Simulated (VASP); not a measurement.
Data:

```cif
data_Nb
_chemical_formula_sum 'Nb1'
_space_group_name_H-M_alt 'P 1'
_space_group_IT_number 1
_cell_length_a 2.81181
_cell_length_b 2.81181
_cell_length_c 2.81181
_cell_angle_alpha 109.471
_cell_angle_beta 109.471
_cell_angle_gamma 109.471
loop_
_space_group_symop_operation_xyz
  'x, y, z'
loop_
_atom_site_label
_atom_site_type_symbol
_atom_site_fract_x
_atom_site_fract_y
_atom_site_fract_z
_atom_site_occupancy
Nb1 Nb 0.00000 0.00000 0.00000 1
```

Calculation: LDA (Ceperley-Alder, Perdew-Zunger), VASP's LDA PAW potentials (set 64) (plane waves; VASP). Run with 520 eV cut-off, 16×16×16 Γ-centred mesh, first-order Methfessel-Paxton smearing of 0.10 eV, potentials Nb_sv.

**Question.** Give the energy at these volumes per atom, relative to the lowest: 16.08, 16.59, 17.10, 17.62, 18.13 Å³.

**Answer.** 43.3, 10.5, 0.0, 8.8, 34.0 meV/atom. A third-order Birch-Murnaghan fit gives B0 = 199 GPa and B0′ = 4.1.

Measured: bulk modulus 173 GPa at 0 K (computed value off by +14.8 %), as given by Daniel Mejia-Rodriguez et al., Physical Review B (2018), arXiv:1807.09216 [0 K value with the zero-point phonon effect removed]; a 3.294 Å at 0 K (computed value off by -1.4 %), as given by Daniel Mejia-Rodriguez et al., Physical Review B (2018), arXiv:1807.09216 [static lattice: zero-point anharmonic expansion removed].

The compound is Nb in the bcc structure. It was relaxed first.
